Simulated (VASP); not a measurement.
# Au (Gold): the relaxed cell at several levels, part 2 of 3

Aim: relax Au (Gold) at several levels and hold each cell against experiment. LASPH is on for some levels and off for others; the table marks which. The start is a cell from a database of measured crystal structures.

VASP 6.6.1, plane waves and PAW; the level of theory is named at each step.

Still holding for the runs below: This run has no spin polarisation. Its electron count is odd, so without a moment it is a metal by construction. The k-mesh is coarse for a metal.

So far, final volume (Å³): step 2 (relaxation, level LDA) 16.8; step 3 (relaxation, level PBEsol) 17.1.

The database entry behind the starting cell differs from later determinations by our own check (0.1 to 0.3 % short, probably kX units), so it need not match the best structure at ambient conditions.

## Step 4: Relaxation with PBE

This step: PBE; plane waves and PAW (Au) (VASP 6.6.1).

PBE, the usual starting point, adds the gradient of the density.

Contents of INCAR:

```
SYSTEM = Au
PREC = Accurate
ENCUT = 520
EDIFF = 1E-06
NELM = 100
ISMEAR = -1
SIGMA = 0.05
LREAL = .FALSE.
ALGO = Normal
GGA = PE
NBANDS = 11
LORBIT = 11
LWAVE = .FALSE.
LCHARG = .FALSE.
KPAR = 2
IBRION = 2
NSW = 60
ISIF = 3
EDIFFG = -0.01
```

Contents of POSCAR:

```
Au
1.0
    0.0000000000      2.0350000000      2.0350000000
    2.0350000000      0.0000000000      2.0350000000
    2.0350000000      2.0350000000      0.0000000000
Au
1
Direct
    0.0000000000      0.0000000000      0.0000000000
```

Contents of KPOINTS:

```
Automatic mesh
0
Gamma
8 8 8
0 0 0
```

Potentials, in the order of the species: Au (PBE family, release 64).

Started as:

```
> mpirun -np 2 vasp_std
```

Log:

```text
[banner, memory and clock lines left out]
running    2 mpi-ranks, on    1 nodes
[...]
LDA part: xc-table for (Slater+PW92), standard interpolation
 POSCAR, INCAR and KPOINTS ok, starting setup
[...]
entering main loop
       N       E                     dE             d eps       ncg     rms          rms(c)
DAV:   1     0.512953698769E+02    0.51295E+02   -0.56707E+03   654   0.888E+02
DAV:   2    -0.264872400693E+01   -0.53944E+02   -0.50907E+02   722   0.197E+02
DAV:   3    -0.340755633086E+01   -0.75883E+00   -0.75763E+00   731   0.229E+01
DAV:   4    -0.341007976015E+01   -0.25234E-02   -0.25233E-02   698   0.153E+00
[...]
DAV:   9    -0.314891557176E+01    0.87874E-05   -0.75752E-06   745   0.267E-02    0.159E-02
DAV:  10    -0.314892081150E+01   -0.52397E-05   -0.24118E-06   689   0.160E-02    0.768E-04
DAV:  11    -0.314892078976E+01    0.21739E-07   -0.38413E-08   358   0.160E-03
   1 F= -.31489208E+01 E0= -.31465185E+01  d E =-.314892E+01
[... from here on, the cycles between the ionic steps are left out ...]
   2 F= -.31163955E+01 E0= -.31139990E+01  d E =0.325253E-01
   3 F= -.31880680E+01 E0= -.31857287E+01  d E =-.391472E-01
   4 F= -.31880911E+01 E0= -.31857510E+01  d E =-.391703E-01
[...]
reached required accuracy - stopping structural energy minimisation
```

It took 7.4 s on 2 MPI ranks of Intel Xeon Platinum 8488C (Sapphire Rapids), shared host; peak memory 0.26 GiB.

Parts of OUTCAR (step 4):

```text
  Total       -0.0049828     -0.0049828     -0.0049828      0.0000000     -0.0000000      0.0000000
  in kB       -0.4425054     -0.4425054     -0.4425054      0.0000000     -0.0000000      0.0000000
  external PRESSURE =      -0.4425054 kB  Pullay stress =       0.0000000 kB

 POSITION                                       TOTAL-FORCE (eV/Angst)
 -----------------------------------------------------------------------------------
      0.00000      0.00000      0.00000         0.000000      0.000000      0.000000
 -----------------------------------------------------------------------------------
    total drift:                                0.000000     -0.000000     -0.000000

  FREE ENERGIE OF THE ION-ELECTRON SYSTEM (eV)
  ---------------------------------------------------
  free  energy   TOTEN  =        -3.1880911212 eV

  energy  without entropy=       -3.1834108264  energy(sigma->0) =       -3.18575097

[... 2 parts as in an earlier step ...]

[... 2 further parts left out ...]
[key lines of the parts left out:]
E-fermi :   8.4644
```

The steps of the relaxation:

| step | energy less that of the first step (eV) | largest force (eV/Å) | pressure (GPa) | volume (Å³) |
| --- | --- | --- | --- | --- |
| 1 | 0.0000 | 0.0000 | 11.50 | 16.85 |
| 2 | 0.0325 | 0.0000 | -10.41 | 19.98 |
| 3 | -0.0391 | 0.0000 | -0.23 | 18.07 |
| 4 | -0.0392 | 0.0000 | -0.04 | 18.04 |

| conventional cell, symmetrised | before | after | change |
| --- | --- | --- | --- |
| a (Å) | 4.070 | 4.163 | +2.3 % |
| b (Å) | 4.070 | 4.163 | +2.3 % |
| c (Å) | 4.070 | 4.163 | +2.3 % |
| volume (Å³/atom) | 16.85 | 18.04 | +7.0 % |

Final coordinates:

```cif
data_structure
_symmetry_space_group_name_H-M 'P 1'
_symmetry_Int_Tables_number 1
_cell_length_a 2.9439
_cell_length_b 2.9439
_cell_length_c 2.9439
_cell_angle_alpha 60.000
_cell_angle_beta 60.000
_cell_angle_gamma 60.000
_cell_volume 18.04
loop_
_atom_site_label
_atom_site_type_symbol
_atom_site_fract_x
_atom_site_fract_y
_atom_site_fract_z
_atom_site_occupancy
Au1 Au 0.00000 0.00000 0.00000 1
```

It ends at 18.04 Å³/atom, +7.0 % from the start, with -0.04 GPa left. The conventional cell has a = 4.163 Å.

## Step 5: Relaxation with r2SCAN

This step: r2SCAN; plane waves and PAW (Au) (VASP 6.6.1).

r2SCAN adds the kinetic-energy density, costs more than a GGA and is run with LASPH.

INCAR, as its differences from that of step 4:

```diff
@@ -9,3 +9,4 @@
 ALGO = Normal
-GGA = PE
+METAGGA = R2SCAN
+LASPH = .TRUE.
 NBANDS = 11
```

POSCAR is that of step 4.

KPOINTS is that of step 4.

Started as:

```
> mpirun -np 2 vasp_std
```

Log:

```text
[banner, memory and clock lines left out]
running    2 mpi-ranks, on    1 nodes
[...]
[... a notice as in an earlier step ...]

 LDA part: xc-table for (None), standard interpolation
 POSCAR, INCAR and KPOINTS ok, starting setup
[...]
entering main loop
       N       E                     dE             d eps       ncg     rms          rms(c)
DAV:   1     0.275155209379E+01    0.27516E+01   -0.57874E+03   646   0.914E+02
DAV:   2    -0.536725685791E+02   -0.56424E+02   -0.53320E+02   725   0.203E+02
DAV:   3    -0.544727808119E+02   -0.80021E+00   -0.79895E+00   740   0.239E+01
DAV:   4    -0.544760760005E+02   -0.32952E-02   -0.32951E-02   701   0.174E+00
[...]
DAV:  11    -0.505414056596E+02    0.51902E-04   -0.19406E-04   692   0.123E-01    0.466E-03
DAV:  12    -0.505414066972E+02   -0.10376E-05   -0.11424E-06   699   0.107E-02    0.312E-03
DAV:  13    -0.505414064887E+02    0.20842E-06   -0.62871E-07   352   0.762E-03
   1 F= -.50541406E+02 E0= -.50539170E+02  d E =-.505414E+02
[... from here on, the cycles between the ionic steps are left out ...]
   2 F= -.50516028E+02 E0= -.50513762E+02  d E =0.253789E-01
   3 F= -.50560952E+02 E0= -.50558740E+02  d E =-.195454E-01
   4 F= -.50560961E+02 E0= -.50558749E+02  d E =-.195550E-01
[...]
reached required accuracy - stopping structural energy minimisation
```

Elapsed: 27 s, on 2 MPI ranks; peak memory 0.27 GiB.

Parts of OUTCAR (step 5):

```text
  Total        0.0080544      0.0080544      0.0080544      0.0000000      0.0000000     -0.0000000
  in kB        0.7307725      0.7307725      0.7307725      0.0000000      0.0000000     -0.0000000
  external PRESSURE =       0.7307725 kB  Pullay stress =       0.0000000 kB

  FREE ENERGIE OF THE ION-ELECTRON SYSTEM (eV)
  ---------------------------------------------------
  free  energy   TOTEN  =       -50.5609614593 eV

  energy  without entropy=      -50.5565370145  energy(sigma->0) =      -50.55874924

[... 3 parts as in an earlier step ...]

[... 2 further parts left out ...]
[key lines of the parts left out:]
E-fermi :   8.6505
```

Step by step:

| step | energy less that of the first step (eV) | largest force (eV/Å) | pressure (GPa) | volume (Å³) |
| --- | --- | --- | --- | --- |
| 1 | 0.0000 | 0.0000 | 8.26 | 16.85 |
| 2 | 0.0254 | 0.0000 | -9.34 | 19.06 |
| 3 | -0.0195 | 0.0000 | -0.11 | 17.68 |
| 4 | -0.0196 | 0.0000 | 0.07 | 17.66 |

| conventional cell, symmetrised | before | after | change |
| --- | --- | --- | --- |
| a (Å) | 4.070 | 4.134 | +1.6 % |
| b (Å) | 4.070 | 4.134 | +1.6 % |
| c (Å) | 4.070 | 4.134 | +1.6 % |
| volume (Å³/atom) | 16.85 | 17.66 | +4.8 % |

Final coordinates:

```
Au
1.0
     0.00000    2.06686    2.06686
     2.06686    0.00000    2.06686
     2.06686    2.06686    0.00000
Au
1
Direct
  0.00000 0.00000 0.00000
```

It ends at 17.66 Å³/atom, +4.8 % from the start, with 0.07 GPa left. The conventional cell has a = 4.134 Å.

## Step 6: Relaxation with PBE + D3(BJ)

This step: PBE with D3(BJ); plane waves and PAW (Au) (VASP 6.6.1).

A dispersion term adds the long-range attraction that semilocal functionals lack. D3 with Becke-Johnson damping keeps a finite attraction at short range.

INCAR, as its differences from that of step 5:

```diff
@@ -9,4 +9,4 @@
 ALGO = Normal
-METAGGA = R2SCAN
-LASPH = .TRUE.
+GGA = PE
+IVDW = 12
 NBANDS = 11
```

POSCAR is that of step 5.

KPOINTS is that of step 5.

Started as:

```
> mpirun -np 2 vasp_std
```

Log:

```text
[... set-up lines as in an earlier step ...]
 entering main loop
       N       E                     dE             d eps       ncg     rms          rms(c)
[... 11 cycles as in an earlier step ...]
   1 F= -.38220845E+01 E0= -.38196821E+01  d E =-.382208E+01
[...]
N       E                     dE             d eps       ncg     rms          rms(c)
DAV:   1    -0.384304696425E+01   -0.69413E+00   -0.12268E+01   653   0.343E+01    0.529E+00
DAV:   2    -0.321625356001E+01    0.62679E+00   -0.18316E+00   659   0.115E+01    0.254E+00
DAV:   3    -0.318818085330E+01    0.28073E-01   -0.11306E-01   689   0.273E+00    0.189E+00
DAV:   4    -0.318777460822E+01    0.40625E-03   -0.34906E-03   659   0.435E-01    0.304E-01
DAV:   5    -0.318785651361E+01   -0.81905E-04   -0.26913E-04   735   0.901E-02    0.896E-03
DAV:   6    -0.318786809908E+01   -0.11585E-04   -0.60025E-06   700   0.218E-02    0.228E-03
DAV:   7    -0.318786799328E+01    0.10580E-06   -0.11810E-07   355   0.260E-03
   2 F= -.38119297E+01 E0= -.38095923E+01  d E =0.101548E-01
 trial-energy change:    0.010155  1 .order    0.008046   -0.037795    0.053888
 step:   0.3797(harm=  0.4122)  dis= 0.00000  next Energy=    -3.829145 (dE=-0.706E-02)
[...]
N       E                     dE             d eps       ncg     rms          rms(c)
DAV:   1    -0.343101491181E+01   -0.24315E+00   -0.46964E+00   656   0.209E+01    0.302E+00
DAV:   2    -0.318484912861E+01    0.24617E+00   -0.75502E-01   653   0.716E+00    0.102E+00
DAV:   3    -0.317488292365E+01    0.99662E-02   -0.43699E-02   701   0.166E+00    0.774E-01
DAV:   4    -0.317514180489E+01   -0.25888E-03   -0.23957E-03   653   0.353E-01    0.158E-01
DAV:   5    -0.317508837200E+01    0.53433E-04   -0.57011E-05   668   0.625E-02    0.149E-02
DAV:   6    -0.317509338472E+01   -0.50127E-05   -0.11421E-06   679   0.879E-03    0.133E-03
DAV:   7    -0.317509364548E+01   -0.26075E-06   -0.83456E-08   334   0.279E-03
   3 F= -.38290023E+01 E0= -.38266317E+01  d E =-.691780E-02
[...]
reached required accuracy - stopping structural energy minimisation
```

Run time: 7 s. Hardware: 2 MPI ranks; peak memory 0.28 GiB.

From OUTCAR (step 6):

```text
 Edisp (eV)   -0.62406

 Edisp (eV)   -0.65391

  Total      -0.00439    -0.00439    -0.00439     0.00000     0.00000     0.00000
  in kB      -0.40589    -0.40589    -0.40589     0.00000     0.00000     0.00000
  external pressure =       -0.41 kB  Pullay stress =        0.00 kB

 POSITION                                       TOTAL-FORCE (eV/Angst)
 -----------------------------------------------------------------------------------
      0.00000      0.00000      0.00000         0.000000      0.000000      0.000000
 -----------------------------------------------------------------------------------
    total drift:                                0.000000      0.000000      0.000000

  FREE ENERGIE OF THE ION-ELECTRON SYSTEM (eV)
  ---------------------------------------------------
  free  energy   TOTEN  =        -3.8290022580 eV

  energy  without entropy=       -3.8242611912  energy(sigma->0) =       -3.82663172

[... 2 parts as in an earlier step ...]

[... 2 further parts left out ...]
[key lines of the parts left out:]
E-fermi :   9.1368
```

Dispersion corrections of this kind ignore metallic screening and tend to overbind metals.

It ends at 17.33 Å³/atom, +2.8 % from the start, with -0.04 GPa left. The conventional cell has a = 4.108 Å. Against plain PBE, the dispersion term moves a by -1.3 %.

## Step 7: Relaxation with r2SCAN + rVV10

This step: r2SCAN with rVV10; plane waves and PAW (Au) (VASP 6.6.1).

LUSE_VDW switches on a nonlocal correlation term for dispersion.

INCAR, as its differences from that of step 6:

```diff
@@ -9,4 +9,8 @@
 ALGO = Normal
-GGA = PE
-IVDW = 12
+METAGGA = R2SCAN
+LUSE_VDW = .TRUE.
+IVDW_NL = 2
+BPARAM = 11.95
+CPARAM = 0.0093
+LASPH = .TRUE.
 NBANDS = 11
```

POSCAR is that of step 6.

KPOINTS is that of step 6.

Started as:

```
> mpirun -np 2 vasp_std
```

Log:

```text
[banner, memory and clock lines left out]
running    2 mpi-ranks, on    1 nodes
[...]
|                                                                             |
|               ----> ADVICE to this user running VASP <----                  |
|                                                                             |
|     You have switched on vdW-DFT.                                           |
|     This routine was written and supplied by Jiri Klimes. We recommend      |
|     that you carefully read and cite the following publications:            |
|       J. Klimes, D.R. Bowler, A. Michelides                                 |
|          J. Phys.: Cond Matt. 22 022201 (2010)                              |
|       J. Klimes, D.R. Bowler, A. Michelides                                 |
|          Phys. Rev. B. 83, 195131 (2011)                                    |
|     and references therein.                                                 |
|                                                                             |

[...]
DAV:   3    -0.503501771934E+02    0.89614E-02   -0.49088E-02   689   0.197E+00    0.100E+00
Total rVV10 correction in eV:      0.2087936    12.8948558
Total rVV10 correction in eV:      0.2087936    12.8948558
DAV:   4    -0.503505877588E+02   -0.41057E-03   -0.76166E-03   677   0.557E-01    0.136E-01
Total rVV10 correction in eV:      0.2092079    12.8948558
Total rVV10 correction in eV:      0.2092079    12.8948558
DAV:   5    -0.503503017634E+02    0.28600E-03   -0.14438E-03   707   0.334E-01    0.219E-02
Total rVV10 correction in eV:      0.2092273    12.8948558
Total rVV10 correction in eV:      0.2092273    12.8948558
DAV:   6    -0.503503113901E+02   -0.96267E-05   -0.14598E-05   668   0.331E-02    0.899E-03
Total rVV10 correction in eV:      0.2092802    12.8948558
Total rVV10 correction in eV:      0.2092802    12.8948558
DAV:   7    -0.503503112909E+02    0.99213E-07   -0.25601E-06   679   0.155E-02
Total rVV10 correction in eV:      0.2092896    12.8948558
Total rVV10 correction in eV:      0.2092896    12.8948558
Total rVV10 correction in eV:      0.2092831    12.8948558
Total rVV10 correction in eV:      0.2092831    12.8948558
   3 F= -.50350311E+02 E0= -.50348084E+02  d E =-.111525E-01
[...]
reached required accuracy - stopping structural energy minimisation
```

Elapsed: 57 s, on 2 MPI ranks; peak memory 0.39 GiB; 1.8 min of CPU time.

Parts of OUTCAR (step 7):

```text
  Total       -0.0056984     -0.0056984     -0.0056984      0.0000000      0.0000000      0.0000000
  in kB       -0.5229341     -0.5229341     -0.5229341      0.0000000      0.0000000      0.0000000
  external PRESSURE =      -0.5229341 kB  Pullay stress =       0.0000000 kB

  FREE ENERGIE OF THE ION-ELECTRON SYSTEM (eV)
  ---------------------------------------------------
  free  energy   TOTEN  =       -50.3503112909 eV

  energy  without entropy=      -50.3458560284  energy(sigma->0) =      -50.34808366

[... 3 parts as in an earlier step ...]

[... 2 further parts left out ...]
[key lines of the parts left out:]
E-fermi :   8.8268
```

It ends at 17.46 Å³/atom, +3.6 % from the start, with -0.05 GPa left. The conventional cell has a = 4.118 Å. Against plain r2SCAN, the dispersion term moves a by -0.4 %.

## Step 8: Relaxation with AM05

This step: AM05; plane waves and PAW (Au) (VASP 6.6.1).

AM05 is built from the electron gas and the surface model, and does well on lattice constants.

INCAR, as its differences from that of step 7:

```diff
@@ -9,8 +9,3 @@
 ALGO = Normal
-METAGGA = R2SCAN
-LUSE_VDW = .TRUE.
-IVDW_NL = 2
-BPARAM = 11.95
-CPARAM = 0.0093
-LASPH = .TRUE.
+GGA = AM
 NBANDS = 11
```

POSCAR is that of step 7.

KPOINTS is that of step 7.

Started as:

```
> mpirun -np 2 vasp_std
```

Log:

```text
[... set-up lines as in an earlier step ...]
 entering main loop
       N       E                     dE             d eps       ncg     rms          rms(c)
DAV:   1     0.507371048094E+02    0.50737E+02   -0.56669E+03   654   0.888E+02
DAV:   2    -0.309634640597E+01   -0.53833E+02   -0.50788E+02   722   0.196E+02
DAV:   3    -0.385486749459E+01   -0.75852E+00   -0.75724E+00   734   0.229E+01
DAV:   4    -0.385731548905E+01   -0.24480E-02   -0.24479E-02   698   0.151E+00
[...]
DAV:   9    -0.355857441093E+01    0.50263E-05   -0.79362E-06   740   0.272E-02    0.120E-02
DAV:  10    -0.355857796113E+01   -0.35502E-05   -0.17016E-06   683   0.130E-02    0.598E-04
DAV:  11    -0.355857797028E+01   -0.91583E-08   -0.41013E-08   352   0.172E-03
   1 F= -.35585780E+01 E0= -.35561221E+01  d E =-.355858E+01
[...]
N       E                     dE             d eps       ncg     rms          rms(c)
DAV:   1    -0.363443029002E+01   -0.75852E-01   -0.14434E+00   656   0.118E+01    0.167E+00
[...]
DAV:   5    -0.355719058972E+01   -0.59566E-05   -0.17619E-05   758   0.291E-02    0.286E-03
DAV:   6    -0.355719166603E+01   -0.10763E-05   -0.67446E-07   605   0.708E-03    0.518E-04
DAV:   7    -0.355719168148E+01   -0.15448E-07   -0.12360E-08   331   0.100E-03
   2 F= -.35571917E+01 E0= -.35547728E+01  d E =0.138629E-02
 trial-energy change:    0.001386  1 .order    0.001299   -0.004386    0.006984
 step:   0.3750(harm=  0.3858)  dis= 0.00000  next Energy=    -3.559396 (dE=-0.818E-03)
[...]
N       E                     dE             d eps       ncg     rms          rms(c)
DAV:   1    -0.358975680195E+01   -0.32565E-01   -0.56256E-01   656   0.731E+00    0.104E+00
DAV:   2    -0.356067747917E+01    0.29079E-01   -0.87522E-02   650   0.246E+00    0.411E-01
DAV:   3    -0.355938723904E+01    0.12902E-02   -0.54670E-03   701   0.595E-01    0.300E-01
DAV:   4    -0.355939289740E+01   -0.56584E-05   -0.23872E-04   656   0.115E-01    0.258E-02
DAV:   5    -0.355939141145E+01    0.14860E-05   -0.34571E-06   680   0.177E-02    0.269E-03
DAV:   6    -0.355939226521E+01   -0.85376E-06   -0.17848E-07   373   0.312E-03
   3 F= -.35593923E+01 E0= -.35569516E+01  d E =-.814295E-03
[...]
reached required accuracy - stopping structural energy minimisation
```

Elapsed: 7.6 s, on 2 MPI ranks; peak memory 0.26 GiB; 10 s of CPU time.

(Continued in part 3 of 3.)

[Lines on the potential files, build, host, timing and source positions are cut from VASP's logs without a mark.]

[Logs are printed without paths, hosts, clocks, repeated set-up lines and the standing remarks that a program may print on its own settings, such as how far it seeks lower states.]

[Hosts, paths, dates, database ids (printed as entryN), source tags and the programs' standing remarks are cut or masked in the printed files.]

[A measured line is paired with the nearest computed mode of its activity, which favours agreement.]
